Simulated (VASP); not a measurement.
BN:

```xyz
4
Lattice="2.5440 0.0000 0.0000 -1.2720 2.2031 0.0000 0.0000 0.0000 4.2078" Properties=species:S:1:pos:R:3 pbc="T T T"
B     0.0000    1.4688    0.0009
B     1.2720    0.7344    2.1048
N     0.0000    1.4688    1.5771
N     1.2720    0.7344    3.6810
```

The cell was built by a generator and needn't be a form met in nature.

Base run:

- Program: VASP 6.6.1
- Functional: PBE
- Potentials or basis: VASP PAW PBE potentials, release 64 (B, N)
- Cutoff: 520 eV
- k mesh: 9 × 9 × 4
- Occupations: gaussian, width 0.01 eV
- Spin: no spin polarisation

Its results: band gap on the k mesh 5.19 eV, indirect (least direct gap 8.29 eV); pressure 4.9 GPa; largest force 0.008 eV/Å.

Q: The run is repeated on the same cell with these changes: functional from PBE to HSE06; k mesh from 9 × 9 × 4 to 6 × 6 × 4. What comes out?

A: Band gap on the k mesh 6.51 eV, indirect (least direct gap 9.96 eV); pressure -3.9 GPa; largest force 0.013 eV/Å.

Several settings changed at once, so the effect can't be laid on one alone.

Caveats: some runs use coarse meshes; an odd mesh through Γ misses points on the zone boundary, where band edges often lie (some runs); the PAW data sets were made with another functional, which shifts forces and pressure a little (some runs).

Not every run made on this cell is shown here.
